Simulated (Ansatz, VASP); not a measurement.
**One calculation of Sn2Bi3O3, two programs**

```
Sn Bi O
1.0
     8.08871    0.00000    0.00000
    -4.04436    7.00503    0.00000
     0.00000    0.00000    3.65004
Sn Bi O
2 3 3
Direct
  0.33333 0.66667 0.00000
  0.66667 0.33333 0.00000
  0.73791 0.00000 0.00000
  0.26209 0.26209 0.00000
  0.00000 0.73791 0.00000
  0.57275 0.00000 0.50000
  0.42725 0.42725 0.50000
  0.00000 0.57275 0.50000
```

Change from the starting cell: species swapped into the Ti3In3Rh2 type (P-62m, No. 189).

Alike in both runs: functional PBE; k mesh 3 × 3 × 5; occupations gaussian, width 0.2 eV; no spin polarisation.

Ansatz relaxed the structure, and its values are those at the end. VASP's run is a single point on that final structure, the one shown.

|  | VASP | Ansatz |
| --- | --- | --- |
| version | VASP 6.6.1 | Ansatz 0.2.0 |
| potentials or method | VASP PAW PBE potentials, release 64 (Sn_d, Bi_d, O) | scalar-relativistic, plane waves, PAW |
| plane-wave cutoff (eV) | 520 | 420 |
| valence electrons in the cell | 91 | 91 |

|  | VASP | Ansatz | Ansatz less VASP |
| --- | --- | --- | --- |
| gap on the k mesh at the Fermi level (eV) | none | none | - |
| pressure (GPa) | 0.3 | 0.3 | -0.01 |
| rms of the force components (eV/Å) | 0.011 | 0.009 | -0.0018 |

A gap of «none» marks a metal or a gap that the smearing closes.

Caveats: spin-orbit coupling is left out, which moves the levels of the heavy elements; an odd number of electrons without spin polarisation forces a metal; a magnetic or distorted state may lie lower.
